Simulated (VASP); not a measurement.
# ZnPd3 (Pm-3m) in VASP: a series of runs

Runs on ZnPd3. Level: LDA. Tasks: single point.

Program: VASP 6.6.1. These are calculated values, not measurements. Logs are shortened: lines on timing, memory, paths and dates and some standing lists are left out, and cuts for length are marked.

### Step 1. The structure

The structure is cubic, space group Pm-3m (No. 221). Conventional cell: a = 3.877 Å, b = 3.877 Å, c = 3.877 Å, α = 90.00°, β = 90.00°, γ = 90.00°. Around Zn (site symmetry m-3m) lie 12 Pd at 2.74 Å. Pd (site symmetry 4/mmm) is surrounded by 4 Zn at 2.74 Å and 8 Pd at 2.74 Å.

The cell comes from a database or a generator and needn't be the stable form of this composition.

### Step 2. Single point, LDA

File INCAR:

```
  ALGO = Normal
  EDIFF = 1E-6
  ENCUT = 520
  ISIF = 2
  ISMEAR = -1
  LASPH = T
  LCHARG = F
  LREAL = F
  LWAVE = F
  NBANDS = 29
  NELM = 100
  PREC = Accurate
  SIGMA = 0.1
```

File KPOINTS:

```
k-points
0
Gamma
  6 6 6
```

File POSCAR:

```
ZnPd3
1.0
    3.8769000000      0.0000000000      0.0000000000
    0.0000000000      3.8769000000      0.0000000000
    0.0000000000      0.0000000000      3.8769000000
Zn Pd
1 3
Direct
    0.0000000000      0.0000000000      0.0000000000
    0.0000000000      0.5000000000      0.5000000000
    0.5000000000      0.0000000000      0.5000000000
    0.5000000000      0.5000000000      0.0000000000
```

Potentials or basis: VASP PAW LDA potentials, release 64 (Zn, Pd).

The run is started by

```console
> cat potpaw_LDA.64/Zn/POTCAR potpaw_LDA.64/Pd/POTCAR > POTCAR
> mpirun -np 1 vasp_std > vasp.out
```

OUTCAR:

```text
EDIFF = 1E-6
   ENCUT = 520
   ISIF = 2
   ISMEAR = -1
   LASPH = T
   LREAL = F
   NELM = 100
   PREC = Accurate

 ion  position               nearest neighbor table
   1  0.000  0.000  0.000-   2 2.74   3 2.74   4 2.74   2 2.74   3 2.74   2 2.74   4 2.74   2 2.74
                             3 2.74   4 2.74   3 2.74   4 2.74
   2  0.000  0.500  0.500-   1 2.74   3 2.74   4 2.74   1 2.74   4 2.74   1 2.74   3 2.74   1 2.74
                             3 2.74   4 2.74   4 2.74   3 2.74
   3  0.500  0.000  0.500-   1 2.74   2 2.74   4 2.74   1 2.74   4 2.74   2 2.74   4 2.74   4 2.74
                             1 2.74   2 2.74   1 2.74   2 2.74
   4  0.500  0.500  0.000-   1 2.74   2 2.74   3 2.74   2 2.74   3 2.74   1 2.74   3 2.74   3 2.74
                             1 2.74   2 2.74   2 2.74   1 2.74

  LATTYP: Found a simple cubic cell.
 ALAT       =     3.8769000000

  Lattice vectors:

 A1 = (   3.8769000000,   0.0000000000,   0.0000000000)
 A2 = (   0.0000000000,   3.8769000000,   0.0000000000)
 A3 = (   0.0000000000,   0.0000000000,   3.8769000000)

Analysis of symmetry for initial positions (statically):
=====================================================================
 Subroutine PRICEL returns:
 Original cell was already a primitive cell.

 Routine SETGRP: Setting up the symmetry group for a
 simple cubic supercell.

 Subroutine GETGRP returns: Found 48 space group operations
 (whereof 48 operations were pure point group operations)
 out of a pool of 48 trial point group operations.

The static configuration has the point symmetry O_h .

Analysis of symmetry for dynamics (positions and initial velocities):
=====================================================================
 Subroutine PRICEL returns:
 Original cell was already a primitive cell.

 Routine SETGRP: Setting up the symmetry group for a
 simple cubic supercell.

 Subroutine GETGRP returns: Found 48 space group operations
 (whereof 48 operations were pure point group operations)
 out of a pool of 48 trial point group operations.

The dynamic configuration has the point symmetry O_h .

 Subroutine INISYM returns: Found 48 space group operations
 (whereof 48 operations are pure point group operations),
 and found     1 'primitive' translations

----------------------------------------------------------------------------------------

                                     Primitive cell

  volume of cell :      58.2712

  direct lattice vectors                    reciprocal lattice vectors
     3.876900000  0.000000000  0.000000000     0.257938043  0.000000000  0.000000000
     0.000000000  3.876900000  0.000000000     0.000000000  0.257938043  0.000000000
     0.000000000  0.000000000  3.876900000     0.000000000  0.000000000  0.257938043

  length of vectors
     3.876900000  3.876900000  3.876900000     0.257938043  0.257938043  0.257938043

  position of ions in fractional coordinates (direct lattice)
     0.000000000  0.000000000  0.000000000
     0.000000000  0.500000000  0.500000000
     0.500000000  0.000000000  0.500000000
     0.500000000  0.500000000  0.000000000

  ion indices of the primitive-cell ions
   primitive index   ion index
                 1           1
                 2           2
                 3           3
                 4           4

----------------------------------------------------------------------------------------

 KPOINTS: k-points

Automatic generation of k-mesh.
 Grid dimensions read from file:
 generate k-points for:    6    6    6

 Generating k-lattice:

  Cartesian coordinates                     Fractional coordinates (reciprocal lattice)
     0.042989674  0.000000000  0.000000000     0.166666667  0.000000000  0.000000000
     0.000000000  0.042989674  0.000000000     0.000000000  0.166666667  0.000000000
     0.000000000  0.000000000  0.042989674     0.000000000  0.000000000  0.166666667

  Length of vectors
     0.042989674  0.042989674  0.042989674

  Shift w.r.t. Gamma in fractional coordinates (k-lattice)
     0.000000000  0.000000000  0.000000000

 Subroutine IBZKPT returns following result:
 ===========================================

 Found     20 irreducible k-points:

 Following reciprocal coordinates:
            Coordinates               Weight
  0.000000  0.000000  0.000000      1.000000
  0.166667  0.000000  0.000000      6.000000
  0.333333  0.000000  0.000000      6.000000
  0.500000  0.000000  0.000000      3.000000
  0.166667  0.166667  0.000000     12.000000
  0.333333  0.166667  0.000000     24.000000
[... 12 lines left out ...]
  0.500000  0.500000  0.333333      6.000000
  0.500000  0.500000  0.500000      1.000000
   k-points           NKPTS =     20   k-points in BZ     NKDIM =     20   number of bands    NBANDS=     29
   number of dos      NEDOS =    301   number of ions     NIONS =      4
   total plane-waves  NPLWV =  27000
   dimension x,y,z NGX =    30 NGY =   30 NGZ =   30
   dimension x,y,z NGXF=    60 NGYF=   60 NGZF=   60
   ions per type =               1   3
   NGX,Y,Z   is equivalent  to a cutoff of  12.86, 12.86, 12.86 a.u.
   NGXF,Y,Z  is equivalent  to a cutoff of  25.73, 25.73, 25.73 a.u.
 SYSTEM =  unknown system
   PREC   = accura    normal or accurate (medium, high low for compatibility)
   ISTART =      0    job   : 0-new  1-cont  2-samecut
   ICHARG =      2    charge: 1-file 2-atom 10-const
   ISPIN  =      1    spin polarized calculation?
   LNONCOLLINEAR =      F non collinear calculations
   LSORBIT =      F    spin-orbit coupling
   LASPH  =      T    aspherical Exc in radial PAW
   ENCUT  =  520.0 eV  38.22 Ry    6.18 a.u.   7.21  7.21  7.21*2*pi/ulx,y,z
   NELM   =    100;   NELMIN=  2; NELMDL= -5     # of ELM steps
   EDIFF  = 0.1E-05   stopping-criterion for ELM
   LREAL  =      F    real-space projection
   EDIFFG = 0.1E-04   stopping-criterion for IOM
   NSW    =      0    number of steps for IOM
   IBRION =     -1    ionic relax: 0-MD 1-quasi-New 2-CG
   NFREE  =      0    steps in history (QN), initial steepest desc. (CG)
   ISIF   =      2    stress and relaxation
   ISYM   =      2    0-nonsym 1-usesym 2-fastsym
   POTIM  = 0.5000    time-step for ionic-motion
   TEBEG  =    0.0;   TEEND  =   0.0 temperature during run
   PSTRESS=    0.0 pullay stress
   NELECT =      42.0000    total number of electrons
   NUPDOWN=      -1.0000    fix difference up-down
   EMIN   =  10.00;   EMAX   =-10.00  energy-range for DOS
   EFERMI =   0.00;   METHOD = LEGACY
   ISMEAR =    -1;   SIGMA  =   0.10  broadening in eV -4-tet -1-fermi 0-gaus
   EFERMI_NEDOS =   21; number of points for ismear=-14 and -15
   IALGO  =     38    algorithm
   IMIX   =      4    mixing-type and parameters
     AMIX     =   0.40;   BMIX     =  1.00
     AMIX_MAG =   1.60;   BMIX_MAG =  1.00
  volume/ion in A,a.u.               =      14.57        98.31
  Fermi-wavevector in a.u.,A,eV,Ry     =   1.467822  2.773781 29.313763  2.154501
  Thomas-Fermi vector in A             =   2.583393
   LORBIT       =      0    0 simple, 1 ext, 2 COOP (PROOUT), +10 PAW based schemes
   GGA     = CA    functional components
   LHFCALC =     F    Hartree Fock is set to
   AEXX    =    0.0000 exact exchange contribution
   IVDW    =     0    specifies the selected vdW correction
   LEPSILON=     F    determine dielectric tensor
   LRPA    =     F    only Hartree local field effects (RPA)
 non-spin polarized calculation
  energy-cutoff  :      520.00
  volume of cell :       58.27
 maximum number of plane-waves:      1596
 NGX is ok and might be reduce to    30
   NGX = 15   NGY = 15   NGZ = 15

 number of electron      41.9999981 magnetization

 Free energy of the ion-electron system (eV)
  ---------------------------------------------------
  ext. energy  EPLUGINS =         0.00000000
  ---------------------------------------------------
  free energy    TOTEN  =       -22.55912563 eV

  energy without entropy =      -22.41536256  energy(sigma->0) =      -22.48724409

 E-fermi :   7.9291     XC(G=0): -13.2224

 val. band max:        7.9225783503   @ k =   0.3333   0.1667   0.1667
 cond. band min:       7.9410069511   @ k =   0.5000   0.5000   0.5000
 fundamental gap:      0.0184286009
 Fermi energy:         7.9290988502

 k-point     1 :       0.0000    0.0000    0.0000
  band No.  band energies     occupation
      1      -0.2236      2.00000
      2       0.9230      2.00000
      3       0.9230      2.00000
      4       1.0727      2.00000
      5       1.0727      2.00000
      6       1.0727      2.00000
[... 21 lines left out ...]
     28      19.0252      0.00000
     29      19.0252      0.00000

 k-point     2 :       0.1667    0.0000    0.0000
  band No.  band energies     occupation
      1       0.0903      2.00000
      2       0.9810      2.00000
      3       0.9989      2.00000
      4       1.0995      2.00000
      5       1.1255      2.00000
      6       1.1255      2.00000
[... 21 lines left out ...]
     28      18.8567      0.00000
     29      18.8567      0.00000

 k-point     3 :       0.3333    0.0000    0.0000
  band No.  band energies     occupation
      1       0.8719      2.00000
      2       1.0935      2.00000
      3       1.1541      2.00000
      4       1.2403      2.00000
      5       1.2403      2.00000
      6       1.2740      2.00000
[... 21 lines left out ...]
     28      17.3646      0.00000
     29      18.4384      0.00000

 k-point     4 :       0.5000    0.0000    0.0000
  band No.  band energies     occupation
      1       1.1110      2.00000
      2       1.1477      2.00000
      3       1.1820      2.00000
      4       1.3033      2.00000
      5       1.3033      2.00000
      6       2.3116      2.00000
[... 469 lines left out ...]
     28      16.5269      0.00000
     29      22.8869      0.00000

 k-point    19 :       0.5000    0.5000    0.3333
  band No.  band energies     occupation
      1       1.0311      2.00000
      2       1.0578      2.00000
      3       1.0578      2.00000
      4       1.3666      2.00000
      5       1.4115      2.00000
      6       1.8344      2.00000
[... 21 lines left out ...]
     28      15.0868      0.00000
     29      23.1431      0.00000

 k-point    20 :       0.5000    0.5000    0.5000
  band No.  band energies     occupation
      1       0.9917      2.00000
      2       0.9917      2.00000
      3       0.9917      2.00000
      4       1.3947      2.00000
      5       1.3947      2.00000
      6       1.6481      2.00000
[... 21 lines left out ...]
     28      14.1188      0.00000
     29      24.7861      0.00000

------------------------ aborting loop because EDIFF is reached ----------------------------------------

  FORCE on cell =-STRESS in cart. coord.  units (eV):
  Direction    XX          YY          ZZ          XY          YZ          ZX
  --------------------------------------------------------------------------------------
  -------------------------------------------------------------------------------------
  Total       -3.2564255     -3.2564255     -3.2564255      0.0000000      0.0000000     -0.0000000
  in kB      -89.5360498    -89.5360498    -89.5360498      0.0000000      0.0000000     -0.0000000
  external PRESSURE =     -89.5360498 kB  Pullay stress =       0.0000000 kB

 VOLUME and BASIS-vectors are now :
 -----------------------------------------------------------------------------
  energy-cutoff  :      520.00
  volume of cell :       58.27
      direct lattice vectors                 reciprocal lattice vectors
     3.876900000  0.000000000  0.000000000     0.257938043  0.000000000  0.000000000
     0.000000000  3.876900000  0.000000000     0.000000000  0.257938043  0.000000000
     0.000000000  0.000000000  3.876900000     0.000000000  0.000000000  0.257938043

 POSITION                                       TOTAL-FORCE (eV/Angst)
 -----------------------------------------------------------------------------------
      0.00000      0.00000      0.00000         0.000000      0.000000      0.000000
      0.00000      1.93845      1.93845         0.000000      0.000000      0.000000
      1.93845      0.00000      1.93845         0.000000      0.000000      0.000000
      1.93845      1.93845      0.00000         0.000000      0.000000      0.000000
 -----------------------------------------------------------------------------------
    total drift:                                0.000000      0.000000     -0.000000

  FREE ENERGIE OF THE ION-ELECTRON SYSTEM (eV)
  ---------------------------------------------------
  free  energy   TOTEN  =       -22.5591256254 eV

  energy  without entropy=      -22.4153625637  energy(sigma->0) =      -22.48724409
```

Wall time 32 s (1 thread of Intel Xeon Platinum 8259CL at 2.50GHz (Skylake/Cascade Lake), shared host); peak memory 0.16 GiB.

Results:

```
Free energy            : -22.5591 eV
Pressure               : -9.0 GPa
Band gap on the k mesh : none (metal or under the smearing width)
```

### Step 3. Single point, LDA

File INCAR:

```
PREC = Accurate ; ENCUT = 520
EDIFF = 1E-7 ; ISMEAR = -1
SIGMA = 0.1 ; LREAL = False
LASPH = True ; NELM = 100
ALGO = Normal ; ISIF = 2
LWAVE = False ; LCHARG = False
NBANDS = 29
```

File KPOINTS:

```
regular mesh
0
Gamma
  6 6 6
```

POSCAR is that of step 2.

Potentials or basis: VASP PAW LDA potentials, release 64 (Zn, Pd).

The run is started by

```console
> cat potpaw_LDA.64/Zn/POTCAR potpaw_LDA.64/Pd/POTCAR > POTCAR
> mpirun -np 1 vasp_std > vasp.out
```

OUTCAR:

```text
PREC = Accurate
   ENCUT = 520
   EDIFF = 1E-7
   ISMEAR = -1
   LREAL = False
   LASPH = True
   NELM = 100
   ISIF = 2

 ion  position               nearest neighbor table
   1  0.000  0.000  0.000-   2 2.74   3 2.74   4 2.74   2 2.74   3 2.74   2 2.74   4 2.74   2 2.74
                             3 2.74   4 2.74   3 2.74   4 2.74
   2  0.000  0.500  0.500-   1 2.74   3 2.74   4 2.74   1 2.74   4 2.74   1 2.74   3 2.74   1 2.74
                             3 2.74   4 2.74   4 2.74   3 2.74
   3  0.500  0.000  0.500-   1 2.74   2 2.74   4 2.74   1 2.74   4 2.74   2 2.74   4 2.74   4 2.74
                             1 2.74   2 2.74   1 2.74   2 2.74
   4  0.500  0.500  0.000-   1 2.74   2 2.74   3 2.74   2 2.74   3 2.74   1 2.74   3 2.74   3 2.74
[... 838 lines left out ...]
  Total       -3.2606568     -3.2606568     -3.2606568     -0.0000000     -0.0000000      0.0000000
  in kB      -89.6523895    -89.6523895    -89.6523895     -0.0000000     -0.0000000      0.0000000
  external PRESSURE =     -89.6523895 kB  Pullay stress =       0.0000000 kB

 VOLUME and BASIS-vectors are now :
 -----------------------------------------------------------------------------
  energy-cutoff  :      520.00
  volume of cell :       58.27
      direct lattice vectors                 reciprocal lattice vectors
     3.876900000  0.000000000  0.000000000     0.257938043  0.000000000  0.000000000
     0.000000000  3.876900000  0.000000000     0.000000000  0.257938043  0.000000000
     0.000000000  0.000000000  3.876900000     0.000000000  0.000000000  0.257938043

 POSITION                                       TOTAL-FORCE (eV/Angst)
 -----------------------------------------------------------------------------------
      0.00000      0.00000      0.00000         0.000000      0.000000      0.000000
      0.00000      1.93845      1.93845         0.000000      0.000000      0.000000
      1.93845      0.00000      1.93845         0.000000      0.000000      0.000000
      1.93845      1.93845      0.00000         0.000000      0.000000      0.000000
 -----------------------------------------------------------------------------------
    total drift:                                0.000000      0.000000     -0.000000

  FREE ENERGIE OF THE ION-ELECTRON SYSTEM (eV)
  ---------------------------------------------------
  free  energy   TOTEN  =       -22.5591256456 eV

  energy  without entropy=      -22.4153623044  energy(sigma->0) =      -22.48724397
```

stdout:

```text
POSCAR found type information on POSCAR ZnPd
 POSCAR found :  2 types and       4 ions
 scaLAPACK will be used
 LDA part: xc-table for (Slater(with rela. corr.)+CA(PZ))
 , standard interpolation
 POSCAR, INCAR and KPOINTS ok, starting setup
 FFT: planning ... GRIDC
 FFT: planning ... GRID_SOFT
 FFT: planning ... GRID
 WAVECAR not read
 entering main loop
```

Wall time 31 s (1 thread of Intel Xeon Platinum 8259CL at 2.50GHz (Skylake/Cascade Lake), shared host); peak memory 0.16 GiB.

Results:

| Quantity | Value |
| --- | --- |
| Free energy | -22.5591 eV |
| Pressure | -9.0 GPa |
| Band gap on the k mesh | none (metal or under the smearing width) |

Levels at points of the mesh, in eV from the Fermi level:
```
           k point  band 19  band 20  band 21  band 22  band 23  band 24
(0.00, 0.00, 0.00)     0.34     0.34     0.34     2.08     2.08     2.08
(0.50, 0.00, 0.00)    -1.60    -1.32    -0.61     0.34     6.81     6.89
(0.50, 0.50, 0.00)    -1.29    -1.21    -0.01     0.17     1.94     1.94
(0.50, 0.50, 0.50)    -0.31    -0.31     0.01     0.01     0.01     0.95
```
